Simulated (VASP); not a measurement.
A VASP calculation is set up with these files.

### INCAR
```
ISIF=3   # ions, shape and volume
LCHARG=.FALSE.
ALGO=Normal   # blocked Davidson
EDIFFG=-0.01   # ionic stop
IBRION=2
LWAVE=.FALSE.
PREC=Accurate
NSW=60   # most ionic steps
ENCUT=400   # plane-wave cut-off (eV)
EDIFF=1E-6   # SCF stop (eV)
LMAXMIX=4   # l cut-off of mixed one-centre charges
ISMEAR=0   # Gaussian
SIGMA=0.05   # width (eV)
NELM=100   # most electronic steps
LASPH=.TRUE.   # aspherical one-centre terms
SYSTEM=AgI
LREAL=.FALSE.
```

**POSCAR**
```
AgI
1
   -0.0000000000     3.1739059118     3.1739059118
    3.1739059118    -0.0000000000     3.1739059118
    3.1739059118     3.1739059118    -0.0000000000
Ag I
1 1
Direct
  1.0000000000   1.0000000000   1.0000000000
  0.2500000000   0.2500000000   0.2500000000
```

KPOINTS:
```
Automatic mesh
0
Gamma
7 7 7
0 0 0
```

POTCAR, in this order: Ag I (LDA.64 set). Program: vasp_std.

Translate this LDA calculation to Ansatz.

One equivalent input (not run):
Ansatz 0.2 input:
```yaml
crystal:
  lattice:
    - [0.0000000, 3.1739059, 3.1739059]
    - [3.1739059, 0.0000000, 3.1739059]
    - [3.1739059, 3.1739059, 0.0000000]
  atoms:
    - { symbol: Ag, position: [1.0000000, 1.0000000, 1.0000000] }
    - { symbol: I, position: [0.2500000, 0.2500000, 0.2500000] }
kpoints:
  mp_grid: { grid: [7, 7, 7] }
hamiltonian:
  xc: lda
  pseudopotentials: { kind: paw }
scf:
  occupations: { method: gaussian, width: 0.05 }
  max_iter: 100
relax:
  max_steps: 60
  f_tol: 0.01
  cell: {}
output: { forces: true, stress: true, eigenvalues: true }
```
What does not carry over: each code has its own PAW files, so the cut-off isn't converted (ENCUT is set for VASP's; basis.ecutwfc is left out, and Ansatz then takes the one that its files recommend); Ansatz stops its SCF on the density residual and VASP on the energy change (EDIFF); Ansatz's lda is the Perdew-Wang form, while the LDA potentials of VASP carry Perdew-Zunger's.

The compound is AgI in the zinc blende structure, whereas wurtzite is the usual form. This run relaxes it. Symmetry was kept, so distortions that lower it aren't found. The start is the result of an earlier pass.
